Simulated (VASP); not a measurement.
Energy against volume of HfC (rock salt). Level of theory: MS2 meta-GGA, VASP's PBE PAW potentials (set 64) (plane waves; VASP).

```json
[
 {"V (Å³/atom)": "11.537", "E (eV/atom)": "-3.19066"},
 {"V (Å³/atom)": "11.906", "E (eV/atom)": "-3.22033"},
 {"V (Å³/atom)": "12.274", "E (eV/atom)": "-3.22948"},
 {"V (Å³/atom)": "12.642", "E (eV/atom)": "-3.22094"},
 {"V (Å³/atom)": "13.010", "E (eV/atom)": "-3.19721"}
]
```

Fit a third-order Birch-Murnaghan equation of state.

- volume per atom: 12.27 Å³/atom
- bulk modulus: 256 GPa
- pressure derivative of the bulk modulus: 4.00
- lattice constant a: 4.613 Å

Measured: a 4.638 Å (computed value off by -0.5 %), as given by Guo-Xu Zhang et al., New Journal of Physics (2018), doi:10.1088/1367-2630/aac7f0. The calculation is for a static lattice, while the measured a holds thermal and zero-point effects, which are part of the difference.

The compound is HfC in the rock salt structure. It was relaxed first.
